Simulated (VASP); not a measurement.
A convergence study with VASP on NaI (rock salt): one setting is varied, all else stays as given below, so the limit is that of these other settings. Each run relaxes cell and ions from the cell shown. The basis is that of the starting cell, so low cut-offs carry a Pulay error.

```yaml
crystal:
  lattice:
    - [0.00000, 3.23500, 3.23500]
    - [3.23500, 0.00000, 3.23500]
    - [3.23500, 3.23500, 0.00000]
  atoms:
    - { symbol: Na, position: [0.00000, 0.00000, 0.00000] }
    - { symbol: I, position: [0.50000, 0.50000, 0.50000] }
```

Calculation: PBE GGA, VASP's PBE PAW potentials (set 64) (plane waves; VASP 6.6.1). The tightest run used: 700 eV cut-off, 6×6×6 Γ-centred mesh, Gaussian smearing of 0.050 eV, potentials Na_pv I.

Unless said otherwise, spin-orbit coupling is left out, though it shifts the bands of the heavy elements here. Gaps are read on the run's mesh, which can miss a band edge.

| setting | relaxed volume (Å³/atom) | E (eV/atom) | gap on the mesh (eV) | plane waves |
|---|---|---|---|---|
| ENCUT = 200 | 28.317 | -2.7575 | 4.201 | 444 |
| ENCUT = 250 | 32.757 | -2.6916 | 3.731 | 620 |
| ENCUT = 300 | 34.708 | -2.6937 | 3.577 | 821 |
| ENCUT = 350 | 34.723 | -2.6933 | 3.576 | 1018 |
| ENCUT = 400 | 34.597 | -2.6930 | 3.586 | 1247 |

Q: These are the cheaper rows. Estimate the results at ENCUT = 700, and how far the last row shown lies from them.

A: 
| quantity | tightest run | last row shown is off by |
|---|---|---|
| relaxed volume (Å³/atom) | 34.865 | -0.268 |
| E (eV/atom) | -2.6936 | 0.0006 |
| gap on the mesh (eV) | 3.568 | 0.018 |

Left out are rungs that failed or repeat a setting and relaxations that didn't move; long series are thinned to 24 rows.

The compound is NaI in the rock salt structure.
